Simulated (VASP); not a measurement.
Computed with LDA (Ceperley-Alder, Perdew-Zunger), VASP's LDA PAW potentials (set 64) (plane waves; VASP 6.6.1).

VASP ran on this input.

POSCAR:
```
BaTiO3
1
    4.0918410000     0.0000000000     0.0000000000
    0.0000000000     4.0918410000     0.0000000000
    0.0000000000     0.0000000000     4.0918410000
Ba Ti O
1 1 3
Direct
  0.5000000000   0.5000000000   0.5000000000
  0.0000000000   0.0000000000   0.0000000000
  0.5000000000   0.0000000000   0.0000000000
  0.0000000000   0.5000000000   0.0000000000
  0.0000000000   0.0000000000   0.5000000000
```

INCAR:
```
# general
SYSTEM  = BaTiO3
PREC    = Accurate
ENCUT   = 200
LREAL   = .FALSE.
LASPH   = .TRUE.

# electronic loop
EDIFF   = 1E-6
NELM    = 100
ALGO    = Normal
LMAXMIX = 4

# smearing
ISMEAR  = 0
SIGMA   = 0.01

# ions
IBRION  = 2
NSW     = 50
ISIF    = 3
EDIFFG  = -0.01

# output
LWAVE   = .FALSE.
LCHARG  = .FALSE.
```

KPOINTS:
```
Automatic mesh
0
Gamma
8 8 8
0 0 0
```

POTCAR, in this order: Ba_sv Ti_sv O (LDA.64 set). Program: vasp_std.

Output of the run:

### OSZICAR
```
       N       E                     dE             d eps       ncg     rms          rms(c)
DAV:   1     0.221948374543E+03    0.22195E+03   -0.12286E+04  1760   0.897E+02
DAV:   2    -0.385749926020E+02   -0.26052E+03   -0.25609E+03  2144   0.304E+02
DAV:   3    -0.524499943807E+02   -0.13875E+02   -0.13860E+02  2344   0.779E+01
DAV:   4    -0.528192125971E+02   -0.36922E+00   -0.36914E+00  2408   0.102E+01
DAV:   5    -0.528282979492E+02   -0.90854E-02   -0.90852E-02  2360   0.122E+00    0.200E+01
DAV:   6    -0.459578310453E+02    0.68705E+01   -0.22458E+01  2336   0.445E+01    0.950E+00
DAV:   7    -0.455020641130E+02    0.45577E+00   -0.28059E+00  1912   0.842E+00    0.495E+00
DAV:   8    -0.453755558298E+02    0.12651E+00   -0.69446E-01  2432   0.631E+00    0.170E+00
DAV:   9    -0.454302772087E+02   -0.54721E-01   -0.10525E+00  2056   0.848E+00    0.197E+00
DAV:  10    -0.453404943195E+02    0.89783E-01   -0.35159E-01  2000   0.468E+00    0.871E-02
DAV:  11    -0.453416013900E+02   -0.11071E-02   -0.96047E-03  2096   0.544E-01    0.122E-01
DAV:  12    -0.453420947489E+02   -0.49336E-03   -0.11577E-03  2120   0.227E-01    0.175E-01
DAV:  13    -0.453412941926E+02    0.80056E-03   -0.38197E-03  2096   0.501E-01    0.304E-02
DAV:  14    -0.453412953843E+02   -0.11917E-05   -0.58766E-05  2040   0.442E-02    0.275E-02
DAV:  15    -0.453412889701E+02    0.64142E-05   -0.12557E-05  2096   0.170E-02    0.123E-02
DAV:  16    -0.453412864883E+02    0.24818E-05   -0.91501E-06  1856   0.204E-02    0.223E-03
DAV:  17    -0.453412864703E+02    0.17959E-07   -0.59953E-07   880   0.449E-03
   1 F= -.45341286E+02 E0= -.45341286E+02  d E =-.453413E+02
       N       E                     dE             d eps       ncg     rms          rms(c)
```

### OUTCAR
```
------------------------ aborting loop because EDIFF is reached ----------------------------------------
  FORCE on cell =-STRESS in cart. coord.  units (eV):
  Direction    XX          YY          ZZ          XY          YZ          ZX
  --------------------------------------------------------------------------------------
  Total      -67.5009536    -67.5009536    -67.5009536     -0.0000000      0.0000000     -0.0000000
  in kB    -1578.5714421  -1578.5714421  -1578.5714421     -0.0000000      0.0000000     -0.0000000
  external PRESSURE =   -1578.5714421 kB  Pullay stress =       0.0000000 kB
  volume of cell :       68.51
      direct lattice vectors                 reciprocal lattice vectors
     4.091841000  0.000000000  0.000000000     0.244388773  0.000000000  0.000000000
     0.000000000  4.091841000  0.000000000     0.000000000  0.244388773  0.000000000
     0.000000000  0.000000000  4.091841000     0.000000000  0.000000000  0.244388773
 POSITION                                       TOTAL-FORCE (eV/Angst)
 -----------------------------------------------------------------------------------
      2.04592      2.04592      2.04592         0.000000      0.000000      0.000000
      0.00000      0.00000      0.00000         0.000000      0.000000      0.000000
      2.04592      0.00000      0.00000         0.000000      0.000000      0.000000
      0.00000      2.04592      0.00000         0.000000      0.000000      0.000000
      0.00000      0.00000      2.04592         0.000000      0.000000      0.000000
 -----------------------------------------------------------------------------------
    total drift:                                0.000000      0.000000     -0.000000
  FREE ENERGIE OF THE ION-ELECTRON SYSTEM (eV)
  ---------------------------------------------------
  free  energy   TOTEN  =       -45.3412864703 eV

  energy  without entropy=      -45.3412864703  energy(sigma->0) =      -45.34128647
```
(Selected blocks of OUTCAR.)

**stdout**
```
...
DAV:   1     0.221948374543E+03    0.22195E+03   -0.12286E+04  1760   0.897E+02
DAV:   2    -0.385749926020E+02   -0.26052E+03   -0.25609E+03  2144   0.304E+02
DAV:   3    -0.524499943807E+02   -0.13875E+02   -0.13860E+02  2344   0.779E+01
DAV:   4    -0.528192125971E+02   -0.36922E+00   -0.36914E+00  2408   0.102E+01
DAV:   5    -0.528282979492E+02   -0.90854E-02   -0.90852E-02  2360   0.122E+00    0.200E+01
DAV:   6    -0.459578310453E+02    0.68705E+01   -0.22458E+01  2336   0.445E+01    0.950E+00
DAV:   7    -0.455020641130E+02    0.45577E+00   -0.28059E+00  1912   0.842E+00    0.495E+00
DAV:   8    -0.453755558298E+02    0.12651E+00   -0.69446E-01  2432   0.631E+00    0.170E+00
DAV:   9    -0.454302772087E+02   -0.54721E-01   -0.10525E+00  2056   0.848E+00    0.197E+00
DAV:  10    -0.453404943195E+02    0.89783E-01   -0.35159E-01  2000   0.468E+00    0.871E-02
DAV:  11    -0.453416013900E+02   -0.11071E-02   -0.96047E-03  2096   0.544E-01    0.122E-01
DAV:  12    -0.453420947489E+02   -0.49336E-03   -0.11577E-03  2120   0.227E-01    0.175E-01
DAV:  13    -0.453412941926E+02    0.80056E-03   -0.38197E-03  2096   0.501E-01    0.304E-02
DAV:  14    -0.453412953843E+02   -0.11917E-05   -0.58766E-05  2040   0.442E-02    0.275E-02
DAV:  15    -0.453412889701E+02    0.64142E-05   -0.12557E-05  2096   0.170E-02    0.123E-02
DAV:  16    -0.453412864883E+02    0.24818E-05   -0.91501E-06  1856   0.204E-02    0.223E-03
DAV:  17    -0.453412864703E+02    0.17959E-07   -0.59953E-07   880   0.449E-03
   1 F= -.45341286E+02 E0= -.45341286E+02  d E =-.453413E+02
 curvature:   0.00 expect dE= 0.000E+00 dE for cont linesearch  0.000E+00
 trial: gam= 0.00000 g(F)=  0.000E+00 g(S)=  0.132E+03 ort = 0.000E+00 (trialstep = 0.100E+01)
 search vector abs. value=  0.132E+03
 bond charge predicted
       N       E                     dE             d eps       ncg     rms          rms(c)

 -----------------------------------------------------------------------------
|                                                                             |
|     EEEEEEE  RRRRRR   RRRRRR   OOOOOOO  RRRRRR      ###     ###     ###     |
|     E        R     R  R     R  O     O  R     R     ###     ###     ###     |
|     E        R     R  R     R  O     O  R     R     ###     ###     ###     |
|     EEEEE    RRRRRR   RRRRRR   O     O  RRRRRR       #       #       #      |
|     E        R   R    R   R    O     O  R   R                               |
|     E        R    R   R    R   O     O  R    R      ###     ###     ###     |
|     EEEEEEE  R     R  R     R  OOOOOOO  R     R     ###     ###     ###     |
|                                                                             |
|     ERROR FEXCP: supplied Exchange-correletion table                        |
|      is too small, maximal index : 8684                                     |
|                                                                             |
|       ---->  I REFUSE TO CONTINUE WITH THIS SICK JOB ... BYE!!! <----       |
|                                                                             |
 -----------------------------------------------------------------------------
```

VASP stops with an error: ERROR FEXCP: supplied Exchange-correletion table is too small, maximal index : 8684 ----> I REFUSE TO CONTINUE WITH THIS SICK JOB ... BYE!!! <----

The run did not end as a converged relaxation. At this cut-off the stress carries a Pulay error, which pulls relaxed volumes low.

The structure comes from a computed database's BaTiO3 entry; how it stands against other phases isn't given here. The cell was not relaxed at this level. The run is one of a series of settings (EDIFFG = -0.01, ENCUT = 200, GGA removed, IBRION = 2, ISIF = 3, NSW = 50, KPOINTS 8×8×8 Γ-centred mesh, POTCAR Ba_sv Ti_sv O (LDA.64 set) against the base run), some of them coarse on purpose.
